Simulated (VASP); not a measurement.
Data:

```
CELL_PARAMETERS angstrom
      0.00000     2.78918     2.78918
      2.78918     0.00000     2.78918
      2.78918     2.78918     0.00000
ATOMIC_POSITIONS crystal
  Ag 0.00000 0.00000 0.00000
  Cl 0.50000 0.50000 0.50000
```

Method: rev-vdW-DF2, VASP's PBE PAW potentials (set 64) (plane waves; VASP). Numerical set-up: 520 eV cut-off, 8×8×8 Γ-centred mesh, Gaussian smearing of 0.050 eV, potentials Ag Cl.

Give the stress tensor in GPa (positive for a compressed cell).

```
-1.42   0.00   0.00
 0.00  -1.42   0.00
 0.00   0.00  -1.42
```
The pressure is its mean diagonal, -1.42 GPa.

The compound is AgCl in the rock salt structure. This cell is one point of a volume scan, at 1.03 of the reference volume.
